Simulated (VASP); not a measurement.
Data:

```yaml
crystal:
  lattice:
    - [4.03137, 0.00000, 0.00000]
    - [0.00000, 4.03137, 0.00000]
    - [0.00000, 0.00000, 4.03137]
  atoms:
    - { symbol: Ba, position: [0.00000, 0.00000, 0.00000] }
    - { symbol: Ti, position: [0.50000, 0.50000, 0.50000] }
    - { symbol: O, position: [0.50000, 0.00000, 0.50000] }
    - { symbol: O, position: [0.00000, 0.50000, 0.50000] }
    - { symbol: O, position: [0.50000, 0.50000, 0.00000] }
```

These are PW91 GGA, VASP's PBE PAW potentials (set 64) (plane waves; VASP) values and carry that method's errors. Settings: 520 eV cut-off, Gaussian smearing of 0.050 eV, potentials Ba_sv Ti_sv O.

Unless said otherwise, spin-orbit coupling is left out, though it shifts the bands of the heavy elements here.

### Question
Give the energies of bands 12 to 23 at the high-symmetry points, in eV from the valence-band maximum.

### Answer

```json
[
 {"band": "12", "Γ": "-2.30", "X": "-3.93", "M": "-4.23", "R": "-4.40"},
 {"band": "13", "Γ": "-2.30", "X": "-2.73", "M": "-3.95", "R": "-3.77"},
 {"band": "14", "Γ": "-2.30", "X": "-2.73", "M": "-3.78", "R": "-3.77"},
 {"band": "15", "Γ": "-1.05", "X": "-1.92", "M": "-2.61", "R": "-2.40"},
 {"band": "16", "Γ": "-1.05", "X": "-1.85", "M": "-2.61", "R": "-2.40"},
 {"band": "17", "Γ": "-1.05", "X": "-1.80", "M": "-1.72", "R": "-2.40"},
 {"band": "18", "Γ": "-0.16", "X": "-1.80", "M": "-0.87", "R": "0.00"},
 {"band": "19", "Γ": "-0.16", "X": "-0.71", "M": "-0.87", "R": "0.00"},
 {"band": "20", "Γ": "-0.16", "X": "-0.71", "M": "-0.09", "R": "0.00"},
 {"band": "21", "Γ": "1.69", "X": "1.84", "M": "3.37", "R": "4.01"},
 {"band": "22", "Γ": "1.69", "X": "3.36", "M": "3.37", "R": "4.01"},
 {"band": "23", "Γ": "1.69", "X": "3.36", "M": "3.77", "R": "4.01"}
]
```

The gap is indirect, 1.69 eV, from the valence maximum at R to the conduction minimum at Γ.

Measured: gap 3.20 eV (computed value off by -1.51 eV), as given by Yu-ichiro Matsushita et al., Physical Review B (2011), arXiv:1104.2769.

The compound is BaTiO3 in the cubic perovskite structure, the ideal cubic form; the compound distorts at low or room temperature. It was relaxed first.
